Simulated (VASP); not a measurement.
## PbO2 (relaxed from the fluorite structure, space group Fm-3m): computed properties

The numbers are results of r2SCAN meta-GGA, VASP's PBE PAW potentials (set 64) (plane waves; VASP 6.6.1), not measurements.

* **space group**: Fm-3m (225)
* **cell**: a = 5.330 Å, b = 5.330 Å, c = 5.330 Å, α = 90.00°, β = 90.00°, γ = 90.00°
* **volume per atom**: 12.62 Å³/atom
* **band gap (over mesh and band path)**: none (metal, semimetal or under 0.01 eV)
* **density**: 10.50 g/cm³

Space group Fm-3m (No. 225); a = 5.3295 Å, b = 5.3295 Å, c = 5.3295 Å, α = 90.00°, β = 90.00°, γ = 90.00°

```csv
atom,site,symmetry,x,y,z
Pb,4a,m-3m,0.0000,0.0000,0.0000
O,8c,-43m,0.2500,0.2500,0.2500
```
(The calculation used a cell of 3 atoms; values per cell refer to that cell.)

Unless said otherwise, spin-orbit coupling is left out, though it shifts the bands of the heavy elements here.

The structure was generated: PbO2 was put into the fluorite type (Fm-3m), which need not be its known phase. It was relaxed first. Symmetry was kept, so distortions that lower it aren't found.
